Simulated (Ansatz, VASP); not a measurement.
**SiSeS (1T-SiSSe monolayer) in two plane-wave programs**

One calculation is typed for both programs; each brings its own data sets. How far apart do they land? The cell is taken from a series of runs on this material, whose earlier steps may have relaxed, scaled, displaced or heated it; both programs get it as it stands.

Calculated with Ansatz 0.2.0; plane waves, with VASP 6.6.1 beside it; single point at LDA.

## Step 1: Starting point

The cell holds 3 atoms: 1 Se, 1 Si and 1 S. Cell: a = 3.343 Å, b = 3.343 Å, c = 20.736 Å, α = 90.0°, β = 90.0°, γ = 120.0°. Vacuum lies along c.

Structure file:

```cif
data_structure
_symmetry_space_group_name_H-M 'P 1'
_symmetry_Int_Tables_number 1
_cell_length_a 3.3432
_cell_length_b 3.3432
_cell_length_c 20.7364
_cell_angle_alpha 90.000
_cell_angle_beta 90.000
_cell_angle_gamma 120.000
_cell_volume 200.72
loop_
_atom_site_label
_atom_site_type_symbol
_atom_site_fract_x
_atom_site_fract_y
_atom_site_fract_z
_atom_site_occupancy
Se1 Se 0.66667 0.33333 0.43402 1
Si2 Si 0.00000 0.00000 0.50363 1
S3 S 0.33333 0.66667 0.56598 1
```

## Step 2: Ansatz: single point, LDA

Ansatz runs on its default PAW (the set named soft_2) files.

A single point gives forces, pressure and levels at one fixed geometry, so differences don't come from the geometry; what else differs is listed under the comparison.

Contents of input.yaml:

```yaml
crystal:
  lattice:
    - [3.3431803024, 0.0, 0.0]
    - [-1.6715901512, 2.8952790713, 0.0]
    - [0.0, 0.0, 20.736355663]
  atoms:
    - { symbol: Se, position: [0.6666666667, 0.3333333333, 0.4340203335] }
    - { symbol: Si, position: [0.0, 0.0, 0.5036303185] }
    - { symbol: S, position: [0.3333333333, 0.6666666667, 0.5659796665] }
kpoints:
  mp_grid: { grid: [18, 18, 1] }
  band_path:
    path: [[0, 0, 0], [0.5, 0, 0], [0.33333333, 0.33333333, 0], [0, 0, 0]]
    npoints: 16
hamiltonian:
  xc: lda
scf:
  occupations: { method: fermi_dirac, width: 0.02585 }
  convergence: { dr2_threshold: 1.0e-10 }
efield:
  axis: 3
  dipole_correction: true
  ramp_position: 0.97
  ramp_width: 0.06
  amplitude: 0
output:
  dos: { projected: true, e_range: [-6, 5] }
  bader: true
  write_potential: true
  write_density: true
  volumetric_format: npy
  elf: true
```

On the command line:

```sh
$ ansatz run input.yaml --threads 2 --pin off --max-ram 3072MiB --backend cpu --events-out ev --progress --plain --runs-dir out
```

Numbers of over 12 decimals in the logs are rounded to 6 here.

The program printed:

```text
Engine: ansatz 0.2.0, x86_64-unknown-linux-gnu
Pseudopotentials: kind: paw
Pseudopotential: Se, paw, valence charge 16, recommended cutoff 420 eV (normal), Se.paw.azcp
Pseudopotential: Si, paw, valence charge 4, recommended cutoff 420 eV (normal), Si.paw.azcp
Pseudopotential: S, paw, valence charge 6, recommended cutoff 420 eV (normal), S.paw.azcp
Functional definition: SPW92
  exchange = slater_x
  correlation = pw_c
Crystal: 3 atoms, lattice volume = 200.716 Å³
Basis set: ecut = 420 eV, 4017 PW (Γ)
Bands: 17, of which v1, the nominal top of the filled ones, is band 13 counted from 1 (12 counted from 0)
Symmetry: 6 space group operations
Space group: P3m1 (ITA 156), of the structure as read, at distance tolerance 5.9e-5 Å
k-points: 37 of 324 (time reversal used)
Non-local potential: Se, projectors of the file, l = 0: 2, l = 1: 2, l = 2: 3, l = 3: 1
Non-local potential: Si, projectors of the file, l = 0: 2, l = 1: 2, l = 2: 2
Non-local potential: S, projectors of the file, l = 0: 2, l = 1: 2, l = 2: 2
PAW form: soft (Blöchl's): semilocal exchange-correlation on the pseudo side does not see the compensation charge
PAW frozen core: Se, regenerated for the run's functional, and the local potential with it (the file was generated under x = pbe(κ = 0.804, μ = 0.219515), c = pbe(β = 0.066725))
PAW frozen core: Si, regenerated for the run's functional, and the local potential with it (the file was generated under x = pbe(κ = 0.804, μ = 0.219515), c = pbe(β = 0.066725))
PAW frozen core: S, regenerated for the run's functional, and the local potential with it (the file was generated under x = pbe(κ = 0.804, μ = 0.219515), c = pbe(β = 0.066725))
PAW one-centre angular grid: Se, 590 points (default); XC on 64 Gauss nodes
PAW one-centre angular grid: Si, 110 points (default); XC on 64 Gauss nodes
PAW one-centre angular grid: S, 110 points (default); XC on 64 Gauss nodes
Initial density: superposition of atomic densities (neutral atoms: chi_scale 0, normalization atom), corrected by the library's trained network
Initial wavefunctions: pseudopotential atomic-orbital guess
Functional: x = slater, c = lda
SCF iter   1: F=—  HF=-6862.792399 eV  |F-HF|=—  |Δ(HF+E_count)|=         —  Δρ=3.22e-3  dr2=5.79e-2  ethr=1.77e-3  p=-0.031 e·Å  D=-2.83e-2 V/Å  ΔV_dip=0.59 eV  dr2_dipole=1.06e-2  V_vac-E_F(+/−)=5.87/5.28 eV  ⟨swp⟩=10.2  Hψ=4742  notcnv=0
efield: sawtooth ramp at fractional position 0.9700 (set: `efield.ramp_position`, or a place that a band, a saddle search or an elastic batch's reference lends), width 0.0600; the density the first Hamiltonian is built on has a dipole p = -0.031 e·Å; the dipole correction subtracts the counter field D = -2.83e-2 V/Å, which shifts the + side's vacuum level by +0.59 eV against the − side's; the planar-averaged density in the ramp window peaks in size at 1.3e-5 e/Å³
preconditioner: auto → none  [insulator: Δε(μ)=0.614 eV  Ē_g=10.538 eV  σ=0.026 eV  W_gap=1.00  n_scr=12 (ndim 8)  ℏωp=10.5 eV  f_vac=0.687  D(μ)=0.00/eV (n_scr^D=0)  ε∞_Penn≈2.0]
SCF iter   2: F=—  HF=-6862.851427 eV  |F-HF|=—  |Δ(HF+E_count)|=   5.90e-2  Δρ=4.95e-3  dr2=4.69e-1  ethr=2.23e-4  p=0.045 e·Å  D=4.09e-2 V/Å  ΔV_dip=-0.85 eV  dr2_dipole=1.22e-1  V_vac-E_F(+/−)=5.10/5.95 eV  ⟨swp⟩=4.7  Hψ=1536  notcnv=0  recentre
SCF iter   3: F=—  HF=-6862.784474 eV  |F-HF|=—  |Δ(HF+E_count)|=   6.70e-2  Δρ=1.86e-3  dr2=9.65e-3  ethr=2.23e-4  p=-0.022 e·Å  D=-1.96e-2 V/Å  ΔV_dip=0.41 eV  dr2_dipole=1.33e-3  V_vac-E_F(+/−)=5.79/5.38 eV  ⟨swp⟩=4.5  Hψ=1317  notcnv=0
SCF iter   4: F=—  HF=-6862.783599 eV  |F-HF|=—  |Δ(HF+E_count)|=   8.75e-4  Δρ=4.41e-4  dr2=8.84e-4  ethr=3.71e-5  p=-0.017 e·Å  D=-1.53e-2 V/Å  ΔV_dip=0.32 eV  dr2_dipole=2.50e-5  V_vac-E_F(+/−)=5.75/5.43 eV  ⟨swp⟩=3.5  Hψ=1231  notcnv=0
SCF iter   5: F=—  HF=-6862.783483 eV  |F-HF|=—  |Δ(HF+E_count)|=   1.16e-4  Δρ=2.34e-4  dr2=7.00e-5  ethr=3.40e-6  p=-0.016 e·Å  D=-1.47e-2 V/Å  ΔV_dip=0.30 eV  dr2_dipole=2.61e-6  V_vac-E_F(+/−)=5.77/5.47 eV  ⟨swp⟩=2.0  Hψ=889  notcnv=0
SCF iter   6: F=—  HF=-6862.783513 eV  |F-HF|=—  |Δ(HF+E_count)|=   2.96e-5  Δρ=6.46e-5  dr2=6.08e-6  ethr=2.69e-7  p=-0.016 e·Å  D=-1.42e-2 V/Å  ΔV_dip=0.29 eV  dr2_dipole=5.06e-8  V_vac-E_F(+/−)=5.77/5.48 eV  ⟨swp⟩=2.2  Hψ=919  notcnv=0
SCF iter   7: F=—  HF=-6862.783517 eV  |F-HF|=—  |Δ(HF+E_count)|=   4.34e-6  Δρ=1.25e-5  dr2=2.16e-7  ethr=2.34e-8  p=-0.016 e·Å  D=-1.41e-2 V/Å  ΔV_dip=0.29 eV  dr2_dipole=1.03e-8  V_vac-E_F(+/−)=5.77/5.48 eV  ⟨swp⟩=2.0  Hψ=1100  notcnv=0
SCF iter   8: F=—  HF=-6862.783517 eV  |F-HF|=—  |Δ(HF+E_count)|=   4.45e-7  Δρ=2.38e-6  dr2=2.42e-8  ethr=8.30e-10  p=-0.016 e·Å  D=-1.41e-2 V/Å  ΔV_dip=0.29 eV  dr2_dipole=2.84e-9  V_vac-E_F(+/−)=5.77/5.48 eV  ⟨swp⟩=2.0  Hψ=1107  notcnv=0
SCF iter   9: F=—  HF=-6862.783517 eV  |F-HF|=—  |Δ(HF+E_count)|=   8.12e-9  Δρ=6.84e-7  dr2=1.64e-9  ethr=9.29e-11  p=-0.016 e·Å  D=-1.41e-2 V/Å  ΔV_dip=0.29 eV  dr2_dipole=7.37e-11  V_vac-E_F(+/−)=5.77/5.48 eV  ⟨swp⟩=2.0  Hψ=1110  notcnv=0
SCF iter  10: F=-6862.783517 eV  HF=-6862.783517 eV  |F-HF|=4.18e-11  |Δ(HF+E_count)|=  2.36e-11  Δρ=1.51e-7  dr2=3.19e-11  ethr=1.00e-12  p=-0.016 e·Å  D=-1.41e-2 V/Å  ΔV_dip=0.29 eV  dr2_dipole=2.83e-17  V_vac-E_F(+/−)=5.77/5.48 eV  ⟨swp⟩=2.3  Hψ=2633  notcnv=0
SCF 1 converged in 10 iterations: F = -6862.783517 eV  dr2 = 3.19e-11
  greatest PAW one-centre occupation: 1.000 electrons in one spin orbital (limit 2), on the Se atom at site 0 (counted from 0), in its partial waves of l = 2
NSCF: frozen V_eff on 49 k-points
efield: sawtooth ramp at fractional position 0.9700 (kept from the solve that this one continues, or follows in the run), width 0.0600; the density the first Hamiltonian is built on has a dipole p = -0.016 e·Å; the dipole correction subtracts the counter field D = -1.41e-2 V/Å, which shifts the + side's vacuum level by +0.29 eV against the − side's; the planar-averaged density in the ramp window peaks in size at 7.9e-6 e/Å³
WARN: The output density's exchange-correlation potential varies sharply where the density is thin. Do not read a vacuum level from v_tot or v_xc, or from such a field of the output density. On a cell that repeats whose density bears no net charge and no dipole along the vacuum's axis use v_es (v_loc + v_h of the components); under efield.dipole_correction with no amplitude use v_es + v_field, which holds any externa [...]
SCF converged after 10 iterations
Free energy (F): -6862.783517 eV
Harris-Foulkes:  -6862.783517 eV  (|F-HF|=4.18e-11)
Internal energy: -6862.783516 eV  (E = F + TS)
E sigma→0 (E₀):  -6862.783516 eV
Entropy (-TS):   -0.000001 eV (-0.000 meV/atom)
Fermi energy:    -1.744515 eV
Dipole field:    D = -0.014070 V/Å  (p = -0.015607 e·Å, saw-weighted, corrected)
Work function:   Φ+ = 5.7728 eV   Φ− = 5.4811 eV
Levels:          The Fermi level and band energies are counted from a zero that moves with the ramp; work functions are not
--- Per-component energies (eV) ---
  E_band       = -620.047595
  E_kinetic    = 272.643723
  E_local      = -16331.724897  (includes V_loc(G=0)·N_el)
  E_nonlocal   = -535.235263
  E_hartree    = 8002.450909
  E_xc         = -256.795466
  E_vxc        = -236.268963  (∫ρ·V_xc dr)
  E_paw        = -2881.340327  (= ΣΔE_a)
  E_vpaw       = 205.824721  (= ΣTr[D̂ρ^β])
  E_aug_tail   = -0.000590  (compensation charges beyond the density's cutoff)
  E_efield     = 0.000110  (sawtooth field / dipole correction)
  E_vefield    = -0.188052  (∫n·V_field dr)
  E_ewald      = 4864.763394
  E_core_change = 2.454891  (= ΣΔE_core)
  E_smearing   = -0.000001  (= −TS)
  E_closure    = 0.000000  (closes the sum)
  Σ components = -6862.783517   (vs F -6862.783517, Δ=0.00e0)
--- Band table (eV; the first three rows and the last of 37) ---
  k-point 0: bands = [... 9 lower, -3.2873, -3.2873, -2.0719, -2.0719, 0.7554, 1.9078, 2.5244, 2.5244]
  k-point 1: bands = [... 9 lower, -3.6181, -3.4199, -2.3686, -2.0444, 1.0033, 2.1514, 2.4556, 2.6088]
  k-point 2: bands = [... 9 lower, -3.7323, -3.6668, -3.0489, -2.0319, 1.2622, 2.1836, 2.8587, 2.9652]
  k-point 36: bands = [... 9 lower, -7.1578, -6.8612, -3.6501, -3.4348, 0.2258, 3.5936, 3.7365, 4.8533]
--- Bader charges: 3 sites ---
  site symbol  charge [e]  shift [e]
     0     Se     -0.8838     0.0089
     1     Si      1.9882     0.0195
     2      S     -1.1044     0.0106
  estimated error of the sums over rays = 5.2e-4 e
```

## Step 3: VASP: single point, LDA

The same cell, functional (in two slightly different forms), mesh and smearing now go to VASP, with its own data sets.

Lines of VASP's logs that name or quote its potential files are left out, and so is its time.

Contents of INCAR:

```
SYSTEM = SiSeS
PREC = Accurate
ENCUT = 400
EDIFF = 1E-06
NELM = 120
ISMEAR = -1
SIGMA = 0.02585
LREAL = .FALSE.
ALGO = Normal
GGA = PW92
NBANDS = 14
LORBIT = 11
LWAVE = .FALSE.
LCHARG = .FALSE.
ISIF = 2
LDIPOL = .TRUE.
IDIPOL = 3
DIPOL = 0.5 0.5 0.501
LVHAR = .TRUE.
LASPH = .TRUE.
GGA_COMPAT = .FALSE.
EFERMI = MIDGAP
NELMDL = -8
```

Contents of POSCAR:

```
SiSeS
1.0
    3.3431803024      0.0000000000      0.0000000000
   -1.6715901512      2.8952790713      0.0000000000
    0.0000000000      0.0000000000     20.7363556630
Se Si S
1 1 1
Direct
    0.6666666667      0.3333333333      0.4340203335
    0.0000000000      1.0000000000      0.5036303185
    0.3333333334      0.6666666666      0.5659796665
```

Contents of KPOINTS:

```
Automatic mesh
0
Gamma
18 18 1
0 0 0
```

PAW data sets: Se, Si and S (LDA family, release 64).

On the command line:

```sh
$ mpirun -np 1 vasp_std
```

The program printed:

```text
[banner, memory and clock lines left out]
running    1 mpi-ranks, on    1 nodes
 distrk:  each k-point on    1 cores,    1 groups
 distr:  one band on    1 cores,    1 groups

 POSCAR found type information on POSCAR SeSiS
 POSCAR found :  3 types and       3 ions
|                                                                             |
|               ----> ADVICE to this user running VASP <----                  |
|                                                                             |
|     You enforced a specific xc type in the INCAR file but a different       |
|     [... a line on the potential file left out ...]
|     I HOPE YOU KNOW WHAT YOU ARE DOING!                                     |
|                                                                             |

 LDA part: xc-table for (Slater(with rela. corr.)+PW92), standard interpolation
 POSCAR, INCAR and KPOINTS ok, starting setup
 FFT: planning ... GRIDC
 FFT: planning ... GRID_SOFT
 FFT: planning ... GRID
 WAVECAR not read
 entering main loop
       N       E                     dE             d eps       ncg     rms          rms(c)
DAV:   1     0.104585403958E+03    0.10459E+03   -0.46021E+03  1044   0.674E+02
DAV:   2    -0.486323119772E+01   -0.10945E+03   -0.10094E+03  1742   0.146E+02
DAV:   3    -0.161506283954E+02   -0.11287E+02   -0.11105E+02  1454   0.566E+01
DAV:   4    -0.164234252129E+02   -0.27280E+00   -0.27199E+00  1352   0.107E+01
DAV:   5    -0.164313098706E+02   -0.78847E-02   -0.78832E-02  1492   0.181E+00
DAV:   6    -0.164315925676E+02   -0.28270E-03   -0.28269E-03  1500   0.332E-01
DAV:   7    -0.164315980015E+02   -0.54339E-05   -0.54338E-05  1542   0.404E-02
DAV:   8    -0.164315982211E+02   -0.21965E-06   -0.21957E-06  1216   0.682E-03    0.938E+00
DAV:   9    -0.162015318860E+02    0.23007E+00   -0.24919E-01  1348   0.290E+00    0.544E+00
DAV:  10    -0.161424917755E+02    0.59040E-01   -0.23731E-01  1402   0.275E+00    0.996E-01
DAV:  11    -0.161396480555E+02    0.28437E-02   -0.19562E-02  1390   0.930E-01    0.507E-01
DAV:  12    -0.161388574793E+02    0.79058E-03   -0.33767E-03  1468   0.353E-01    0.167E-01
DAV:  13    -0.161390475581E+02   -0.19008E-03   -0.55633E-04  1312   0.145E-01    0.532E-02
DAV:  14    -0.161392609763E+02   -0.21342E-03   -0.97860E-05  1360   0.559E-02    0.321E-02
DAV:  15    -0.161393481381E+02   -0.87162E-04   -0.18317E-05  1360   0.228E-02    0.195E-02
DAV:  16    -0.161396859994E+02   -0.33786E-03   -0.70884E-05  1282   0.344E-02    0.200E-02
DAV:  17    -0.161397649062E+02   -0.78907E-04   -0.63161E-06  1396   0.115E-02    0.108E-02
DAV:  18    -0.161398598847E+02   -0.94978E-04   -0.46953E-06  1348   0.834E-03    0.315E-03
DAV:  19    -0.161398961305E+02   -0.36246E-04   -0.11582E-06  1248   0.397E-03    0.212E-03
DAV:  20    -0.161399194598E+02   -0.23329E-04   -0.59565E-07  1162   0.253E-03    0.185E-03
DAV:  21    -0.161399274421E+02   -0.79824E-05   -0.16604E-07  1100   0.168E-03    0.755E-04
DAV:  22    -0.161399302547E+02   -0.28125E-05   -0.17275E-07   986   0.131E-03    0.694E-04
DAV:  23    -0.161399306162E+02   -0.36156E-06   -0.56631E-08  1112   0.795E-04
   1 F= -.16139931E+02 E0= -.16139930E+02  d E =-.564749E-06
```

OUTCAR, selected parts (step 3):

```text
ion  position               nearest neighbor table
   1  0.667  0.333  0.434-   2 2.41   2 2.41   2 2.41
   2  0.000  0.000  0.504-   3 2.32   3 2.32   3 2.32   1 2.41   1 2.41   1 2.41
   3  0.333  0.667  0.566-   2 2.32   2 2.32   2 2.32

  LATTYP: Found a hexagonal cell.
 ALAT       =     3.3431803024
 C/A-ratio  =     6.2025837039

 Subroutine GETGRP returns: Found  6 space group operations
 (whereof  6 operations were pure point group operations)

The static configuration has the point symmetry C_3v.

 Found     37 irreducible k-points:

   k-points           NKPTS =     37   k-points in BZ     NKDIM =     37   number of bands    NBANDS=     14

   dimension x,y,z NGX =    24 NGY =   24 NGZ =  140
   dimension x,y,z NGXF=    48 NGYF=   48 NGZF=  280

   ENCUT  =  400.0 eV  29.40 Ry    5.42 a.u.   5.45  5.45 33.82*2*pi/ulx,y,z

   NELECT =      16.0000    total number of electrons

 k-points in reciprocal lattice and weights: Automatic mesh
   0.00000000  0.00000000  0.00000000       0.003
   0.05555556  0.00000000  0.00000000       0.019
   0.11111111  0.00000000  0.00000000       0.019
   0.16666667 -0.00000000  0.00000000       0.019
   0.22222222  0.00000000  0.00000000       0.019
   0.27777778 -0.00000000  0.00000000       0.019
   0.33333333 -0.00000000  0.00000000       0.019
   0.38888889  0.00000000  0.00000000       0.019
   0.44444444  0.00000000  0.00000000       0.019
[...]
0.33333333  0.27777778  0.00000000       0.037
   0.33333333  0.33333333  0.00000000       0.006

 dipolmoment           0.000000      0.000000      0.014390 electrons x Angstroem

 average (electrostatic) potential at core
       1 -66.4926       2 -94.3396       3 -94.4360

 E-fermi :  -2.4146

 k-point     1 :       0.0000    0.0000    0.0000
  band No.  band energies     occupation
    ...
      4      -4.4482      2.00000
      5      -3.9619      2.00000
      6      -3.9619      2.00000
      7      -2.7438      1.99999
      8      -2.7438      1.99999
      9       0.1091      0.00000
     10       1.2512      0.00000
     11       1.8582      0.00000
     12       1.8582      0.00000
     13       2.5151      0.00000
    ...

 k-point     2 :       0.0556    0.0000    0.0000
  band No.  band energies     occupation
    ...
      4      -4.4738      2.00000
      5      -4.2940      2.00000
      6      -4.0948      2.00000
      7      -3.0399      2.00000
      8      -2.7162      1.99998
      9       0.3546      0.00000
     10       1.4931      0.00000
     11       1.7911      0.00000
     12       1.9427      0.00000
     13       2.6570      0.00000
    ...

 k-point     3 :       0.1111    0.0000    0.0000
  band No.  band energies     occupation
    ...
      4      -5.2345      2.00000
      5      -4.4077      2.00000
      6      -4.3442      2.00000
      7      -3.7198      2.00000
      8      -2.7035      1.99997
      9       0.6049      0.00000
     10       1.5225      0.00000
     11       2.1930      0.00000
     12       2.3072      0.00000
     13       2.9700      0.00000
    ...

  Total        0.0004929      0.0004929      0.0053781      0.0000000      0.0000000      0.0000000
  in kB        0.0039343      0.0039343      0.0429294      0.0000000      0.0000000      0.0000000
  external PRESSURE =       0.0169327 kB  Pullay stress =       0.0000000 kB

  energy-cutoff  :      400.00
  volume of cell :      200.72
      direct lattice vectors                 reciprocal lattice vectors
     3.343180302  0.000000000  0.000000000     0.299116383  0.172694924  0.000000000
    -1.671590151  2.895279071  0.000000000     0.000000000  0.345389849  0.000000000
     0.000000000  0.000000000 20.736355663     0.000000000  0.000000000  0.048224481

 POSITION                                       TOTAL-FORCE (eV/Angst)
 -----------------------------------------------------------------------------------
      1.67159      0.96509      9.00000        -0.000000      0.000000     -0.030208
      0.00000      0.00000     10.44346        -0.000000      0.000000      0.045826
      0.00000      1.93019     11.73636         0.000000     -0.000000     -0.015618
 -----------------------------------------------------------------------------------
    total drift:                               -0.000000      0.000000      0.000018

  FREE ENERGIE OF THE ION-ELECTRON SYSTEM (eV)
  ---------------------------------------------------
  free  energy   TOTEN  =       -16.1399306162 eV

  energy  without entropy=      -16.1399300515  energy(sigma->0) =      -16.13993033

 vacuum level on the upper side and lower side of the slab         3.340         3.070

 total charge
# of ion       s       p       d       tot
------------------------------------------
    1        1.482   2.395   0.054   3.931
    2        0.684   0.802   0.000   1.486
    3        1.354   2.367   0.000   3.722
--------------------------------------------------
tot          3.521   5.565   0.054   9.139

[... 3 further parts left out ...]
```

## Step 4: Side by side

Known differences besides the potentials themselves: the data sets hold 26 valence electrons in Ansatz (on its default PAW (the set named soft_2) files) and 16 in VASP; the cutoff is 420 eV in Ansatz and 400 eV in VASP; VASP's log shows a relativistic correction to its local exchange, Ansatz's none. Total energies have different zeros and are not compared.

The two programs side by side:

| quantity | Ansatz | VASP | difference |
| --- | --- | --- | --- |
| gap on the k mesh (eV) | 0.544 | 0.547 | -0.003 |

A gap on the mesh is an upper bound, since the band edges may lie between its points. With vacuum in the cell, a pressure given here is an average over mostly empty space and none of the material.

## Step 5: Results

```yaml
difference_in_gap_on_the_k_mesh_single_point_lda: -0.0032 eV
```

What this shows: The difference in gap on the k mesh is -0.0032 eV (single point, LDA), within the 0.08 eV picked in this series as the mark of a large difference. The data sets hold unlike numbers of valence electrons (26 in Ansatz and 16 in VASP), so part of the differences comes from the potentials. Such differences can come from data sets, numerical settings and the points named under the comparisons, not from the functional's error against experiment.

[Lines on the potential files, build, host, timing and source positions are cut from VASP's logs without a mark.]

[Logs are printed without paths, hosts, clocks, repeated set-up lines and the standing remarks that a program may print on its own settings, such as how far it seeks lower states.]

[Hosts, paths, dates, database ids (printed as entryN), source tags and the programs' standing remarks are cut or masked in the printed files.]
